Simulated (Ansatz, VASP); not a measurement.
**Si2Ni: VASP beside Ansatz**

Wanted: the spread between two codes on one cell, functional and k mesh. The cell is taken from a series of runs on this material, whose earlier steps may have relaxed, scaled, displaced or heated it; both programs get it as it stands.

Calculated with Ansatz 0.2.0; plane waves, with VASP 6.6.1 beside it; zone-centre phonons at LDA.

## (1) Set-up

It takes space group Fm-3m (No. 225, cubic). Conventional cell: a = 5.332 Å, b = 5.332 Å, c = 5.332 Å, α = 90.00°, β = 90.00°, γ = 90.00°. Nearest to Si lie 4 Ni at 2.31 Å. Ni has 8 Si at 2.31 Å nearest. Farther neighbours are not listed.

## (2) Ansatz: zone-centre phonons, LDA

Ansatz runs on its PAW soft_1 files.

Second derivatives magnify differences that forces hide, and they need a tight electronic threshold.

Contents of input.yaml:

```yaml
crystal:
  lattice:
    - [0.0, 2.6658581341, 2.6658581341]
    - [2.6658581341, 0.0, 2.6658581341]
    - [2.6658581341, 2.6658581341, 0.0]
  atoms:
    - { symbol: Si, position: [0.25, 0.25, 0.25] }
    - { symbol: Si, position: [0.75, 0.75, 0.75] }
    - { symbol: Ni, position: [0.0, 0.0, 0.0] }
kpoints:
  mp_grid: { grid: [16, 16, 16] }
hamiltonian:
  xc: lda
  pseudopotentials: { kind: paw, azcp: { folder: soft_1 }, xc_functional: pbe }
scf:
  occupations: { method: methfessel_paxton, width: 0.2 }
output:
  eigenvalues: true
phonons:
  method: dfpt
```

The run is started by

```
ansatz run input.yaml --threads 4 --pin off --max-ram 10240MiB --backend cpu --events-out ev --progress --plain --runs-dir out
```

Numbers of over 12 decimals in the logs are rounded to 6 here.

What it wrote:

```text
zone centre: on kpoints.mp_grid the ground state, and the responses unless they are solved on pairs of k-points, stand on 349 of the mesh's 4096 k-points, reduced under 8 symmetry operations, with k and −k counted as one. Each operation leaves every solved displacement unchanged or reverses it
Engine: ansatz 0.2.0, x86_64-unknown-linux-gnu
Pseudopotentials: kind: paw
Pseudopotential: Si, paw, valence charge 4, recommended cutoff 420 eV (normal), soft_1/Si.paw.azcp
Pseudopotential: Ni, paw, valence charge 18, recommended cutoff 420 eV (normal), soft_1/Ni.paw.azcp
Functional definition: SPW92
  exchange = slater_x
  correlation = pw_c
Crystal: 3 atoms, lattice volume = 37.891 Å³
Basis set: ecut = 420 eV, 725 PW (Γ), exchange–correlation on 54×54×54 points (8 copies of the dense FFT grid, shifted against one another)
Bands: 17, of which v1, the nominal top of the filled ones, is band 13 counted from 1 (12 counted from 0)
Symmetry: 48 space group operations
k-points: 349 of 4096 (irreducible under 8 space group operations, time reversal used)
Non-local potential: Si, projectors of the file, l = 0: 2, l = 1: 2, l = 2: 1
Non-local potential: Ni, projectors of the file, l = 0: 3, l = 1: 2, l = 2: 3, l = 3: 1
PAW form: soft (Blöchl's): semilocal exchange-correlation on the pseudo side does not see the compensation charge
PAW frozen core: Si, regenerated for the run's functional, and the local potential with it (the file was generated under x = pbe(κ = 0.804, μ = 0.219515), c = pbe(β = 0.066725))
PAW frozen core: Ni, regenerated for the run's functional, and the local potential with it (the file was generated under x = pbe(κ = 0.804, μ = 0.219515), c = pbe(β = 0.066725))
PAW one-centre angular grid: Si, 110 points (default); XC on 64 Gauss nodes
PAW one-centre angular grid: Ni, 590 points (default); XC on 64 Gauss nodes
Initial density: superposition of atomic densities (chi_scale 0.1, normalization cell, long waves kept (reshape's long-wave potential 0.00 eV rms))
Initial wavefunctions: pseudopotential atomic-orbital guess
Functional: x = slater, c = lda
SCF iter   1: F=—  HF=-6993.008789 eV  |F-HF|=—  |Δ(HF+E_count)|=         —  Δρ=8.28e-2  dr2=3.64e0  ethr=3.10e-3  ⟨swp⟩=5.2  Hψ=30096  notcnv=0
preconditioner: auto → Kerker (q_TF=auto, 2.562 Å⁻¹)  [metal: Δε(μ)=0.042 eV  Ē_g=9.155 eV  σ=0.200 eV  W_gap=0.17  n_scr=14 (ndim 8)  ℏωp=25.6 eV  f_vac=0.000  D(μ)=0.77/eV (n_scr^D=0)]
SCF iter   2: F=—  HF=-6992.468164 eV  |F-HF|=—  |Δ(HF+E_count)|=   5.41e-1  S|Δr|=    0.00e0  Δρ=4.05e-2  dr2=1.12e0  ethr=3.10e-3  ⟨swp⟩=2.1  Hψ=10152  notcnv=0  defer=9
SCF iter   3: F=—  HF=-6992.129024 eV  |F-HF|=—  |Δ(HF+E_count)|=   3.39e-1  S|Δr|=    0.00e0  Δρ=2.43e-2  dr2=2.28e-1  ethr=3.10e-3  ⟨swp⟩=2.3  Hψ=10656  notcnv=0  defer=9
SCF iter   4: F=—  HF=-6992.092401 eV  |F-HF|=—  |Δ(HF+E_count)|=   3.66e-2  S|Δr|=    0.00e0  Δρ=1.00e-2  dr2=2.87e-2  ethr=8.76e-4  ⟨swp⟩=2.0  Hψ=9949  notcnv=0  defer=9
SCF iter   5: F=—  HF=-6992.091074 eV  |F-HF|=—  |Δ(HF+E_count)|=   1.33e-3  S|Δr|=    0.00e0  Δρ=5.21e-3  dr2=8.85e-3  ethr=1.11e-4  ⟨swp⟩=2.4  Hψ=8804  notcnv=0  defer=9
SCF iter   6: F=—  HF=-6992.090613 eV  |F-HF|=—  |Δ(HF+E_count)|=   4.61e-4  S|Δr|=    0.00e0  Δρ=2.60e-3  dr2=2.29e-3  ethr=3.40e-5  ⟨swp⟩=1.0  Hψ=5934  notcnv=0  defer=9
SCF iter   7: F=—  HF=-6992.090336 eV  |F-HF|=—  |Δ(HF+E_count)|=   2.77e-4  S|Δr|=    0.00e0  Δρ=4.13e-4  dr2=5.87e-5  ethr=8.79e-6  ⟨swp⟩=1.0  Hψ=5936  notcnv=0  defer=9
SCF iter   8: F=—  HF=-6992.090332 eV  |F-HF|=—  |Δ(HF+E_count)|=   4.23e-6  S|Δr|=    0.00e0  Δρ=2.76e-5  dr2=3.42e-7  ethr=2.26e-7  ⟨swp⟩=2.3  Hψ=8431  notcnv=0  defer=9
SCF iter   9: F=—  HF=-6992.090344 eV  |F-HF|=—  |Δ(HF+E_count)|=   1.27e-5  S|Δr|=    0.00e0  Δρ=7.16e-6  dr2=1.45e-8  ethr=1.32e-9  ⟨swp⟩=2.1  Hψ=9260  notcnv=0  defer=9
SCF iter  10: F=—  HF=-6992.090344 eV  |F-HF|=—  |Δ(HF+E_count)|=  7.88e-10  S|Δr|=    0.00e0  Δρ=7.57e-7  dr2=1.48e-10  ethr=5.58e-11  ⟨swp⟩=1.5  Hψ=7112  notcnv=0  defer=9
SCF iter  11: F=—  HF=-6992.090344 eV  |F-HF|=—  |Δ(HF+E_count)|=    0.00e0  S|Δr|=    0.00e0  Δρ=2.36e-7  dr2=1.56e-11  ethr=1.00e-12  ⟨swp⟩=2.0  Hψ=8659  notcnv=0  defer=9
SCF iter  12: F=-6992.090344 eV  HF=-6992.090344 eV  |F-HF|=1.82e-12  |Δ(HF+E_count)|=  1.82e-12  S|Δr|=    0.00e0  Δρ=1.88e-8  dr2=8.39e-14  ethr=1.00e-12  ⟨swp⟩=5.1  Hψ=24068  notcnv=0
SCF 1 converged in 12 iterations: F = -6992.090344 eV  dr2 = 8.39e-14
  greatest PAW one-centre occupation: 1.001 electrons in one spin orbital (limit 2), on the Ni atom at site 2 (counted from 0), in its partial waves of l = 1
DFPT response loops at Γ: preconditioner auto → Kerker (q_TF=auto, 2.562 Å⁻¹) (partly filled bands, converged f_vac=0.000); β = 1.00, the filter's whole step (`scf.mixing.beta` (0.50) is not read by the response loops under this deck's `scf.mixing.preconditioner`; to damp them name `kerker` or `kerker_dos`, under which they read `scf.mixing.beta`, and type it under 1.00, their step now; both keys bind the ground state too); Broyden in place of MSR1
SCF converged after 12 iterations
Stability not checked: this state was not tested for a lower state beside it, because cold or Methfessel-Paxton smearing, or corrected tetrahedra, fill the levels in a way that the test cannot read (fill_not_monotonic; see scf.lower_state_search)
Free energy (F): -6992.090344 eV
Harris-Foulkes:  -6992.090344 eV  (|F-HF|=1.82e-12)
Internal energy: -6992.090361 eV  (E = F + TS)
E sigma→0 (E₀):  -6992.090349 eV
Entropy (-TS):   0.000016 eV (0.005 meV/atom)
Fermi energy:    13.692404 eV
--- Per-component energies (eV) ---
  E_band       = -335.699353
  E_kinetic    = 433.140736
  E_local      = -4159.753029  (includes V_loc(G=0)·N_el)
  E_nonlocal   = -69.969458
  E_hartree    = 2154.075223
  E_xc         = -229.856388
  E_vxc        = -249.141107  (∫ρ·V_xc dr)
  E_paw        = -2557.263109  (= ΣΔE_a)
  E_vpaw       = -598.127758  (= ΣTr[D̂ρ^β])
  E_aug_tail   = 0.000797  (compensation charges beyond the density's cutoff)
  E_ewald      = -2563.067916
  E_core_change = 0.602783  (= ΣΔE_core)
  E_smearing   = 0.000016  (= −TS)
  E_closure    = -0.000000  (closes the sum)
  Σ components = -6992.090344   (vs F -6992.090344, Δ=0.00e0)
--- Band table (eV; the first three rows and the last of 349) ---
  k-point 0: bands = [... 9 lower, 9.9116, 13.6051, 15.4543, 15.4543, 15.4543, 15.8695, 15.8695, 15.8695]
  k-point 1: bands = [... 9 lower, 9.8998, 13.5004, 14.6297, 15.0484, 15.0484, 16.2939, 16.2939, 16.8515]
  k-point 2: bands = [... 9 lower, 9.8700, 12.8063, 14.3857, 14.5195, 14.5195, 16.7129, 16.7129, 17.8184]
  k-point 348: bands = [... 9 lower, 9.6946, 9.8016, 10.2735, 11.0840, 15.9831, 15.9831, 18.2612, 18.9647]
--- Phonons (Γ-DFPT): 2 representative perturbations + reference, on 349 of 4096 k-points (Σ response iterations 6) ---
  k mesh reduced under 8 symmetry operations, with k and −k counted as one. Each operation leaves every solved displacement unchanged or reverses it
  ASR residual: 1.562e-5 → 0.000e0 eV/Å²; symmetrization residual: 1.416e-6 eV/Å²
  ASR residual per site (eV/Å²): 4.85e-6 4.85e-6 1.56e-5
  Γ frequencies (cm⁻¹): 0.00 0.00 0.00 321.23 321.23 321.23 341.83 341.83 341.83
  non-analytic LO–TO correction: not included (Born effective charges unavailable; polar crystals: no LO–TO splitting at Γ)
```

In the SCF lines HF is the Harris–Foulkes energy and dr2 the Hartree energy of the density residual, in eV; the loop may stop once dr2 is under the threshold and the program's other checks hold. Hψ counts applications of the Hamiltonian.

(Part 1 of 2 ends here.)

[Lines on the potential files, build, host, timing and source positions are cut from VASP's logs without a mark.]

[Logs are printed without paths, hosts, clocks, repeated set-up lines and the standing remarks that a program may print on its own settings, such as how far it seeks lower states.]

[Hosts, paths, dates, database ids (printed as entryN), source tags and the programs' standing remarks are cut or masked in the printed files.]
